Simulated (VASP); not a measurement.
```yaml
crystal:
  lattice:
    - [4.05960, 0.00000, 0.00000]
    - [0.00000, 4.05960, 0.00000]
    - [0.00000, 0.00000, 5.12040]
  atoms:
    - { symbol: Pb, position: [0.50000, 0.00000, 0.76500] }
    - { symbol: Pb, position: [0.00000, 0.50000, 0.23500] }
    - { symbol: O, position: [0.50000, 0.50000, 0.00000] }
    - { symbol: O, position: [0.00000, 0.00000, 0.00000] }
```

The base run (VASP): PBE GGA, plane waves, VASP's PBE PAW potentials (set 64). Run with 520 eV cut-off, 5×5×4 Γ-centred mesh, Gaussian smearing of 0.050 eV, potentials Pb_d O.

One setting is varied; ΔE counts from the most expensive setting. The base run took about 20 core-seconds. Times come from single runs on busy shared machines, so they are rough: good to a factor of about 2.

The pressure holds a Pulay error that falls with the cut-off, as the column shows.

```csv
setting,cost over the base run,electronic steps,ΔE (meV/atom),pressure (GPa)
ENCUT = 250,[?],16,[?],[?]
ENCUT = 350,within a factor of 2,15,-17.2,-7.69
ENCUT = 400,within a factor of 2,15,-5.7,-2.57
base run,reference,15,2.7,-0.18
ENCUT = 500,within a factor of 2,16,2.7,-0.20
ENCUT = 550,within a factor of 2,16,2.5,-0.17
ENCUT = 650,within a factor of 2,16,0.9,-0.22
ENCUT = 800,about 2 times,16,0.0,-0.13
```

Some entries are withheld; supply them.

- ENCUT = 250, cost over the base run: about 1/2
- ENCUT = 250, ΔE (meV/atom): -151.3
- ENCUT = 250, pressure (GPa): -38.53

Left out are runs that failed, have no time on record or changed the cell.

The compound is PbO in the litharge structure. The cell was not relaxed at this level.
